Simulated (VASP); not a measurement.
Crystal: Be3Hg.

```xyz
4
Lattice="0.0000 2.9274 2.9274 2.9274 0.0000 2.9274 2.9274 2.9274 0.0000" Properties=species:S:1:pos:R:3 pbc="T T T"
Be    1.4637    1.4637    1.4637
Be    4.3911    4.3911    4.3911
Be    2.9274    2.9274    2.9274
Hg    0.0000    0.0000    0.0000
```

The cell was built by a generator and needn't be a form met in nature.

| Item | Value |
| --- | --- |
| Program | VASP 6.6.1 |
| Task | relaxation of cell and atoms |
| Functional | PBE |
| Potentials or basis | VASP PAW PBE potentials, release 64 (Be, Hg) |
| Cutoff | 600 eV |
| k mesh | 8 × 8 × 8 |
| Occupations | methfessel-paxton, width 0.1 eV |
| Spin | no spin polarisation |

At the start: pressure -6.1 GPa; volume 12.54 Å³/atom.

Question: How do energy, volume and symmetry change on relaxing?

Answer: Over 3 steps the energy falls by 16.3 meV/atom and the volume is 11.74 Å³/atom (-6.4 %); space group Fm-3m (No. 225, to 0.05 Å).

Step by step:
```csv
step,energy change (eV),largest force (eV/Å),pressure (GPa),volume (Å³)
1,0.0000,0.0000,-6.13,50.17
2,-0.0649,0.0000,0.43,46.77
3,-0.0651,0.0000,0.00,46.95
```

Final structure:
```yaml
crystal:
  lattice:
    - [0.00000, 2.86334, 2.86334]
    - [2.86334, 0.00000, 2.86334]
    - [2.86334, 2.86334, 0.00000]
  atoms:
    - { symbol: Be, position: [0.25000, 0.25000, 0.25000] }
    - { symbol: Be, position: [0.75000, 0.75000, 0.75000] }
    - { symbol: Be, position: [0.50000, 0.50000, 0.50000] }
    - { symbol: Hg, position: [0.00000, 0.00000, 0.00000] }
```
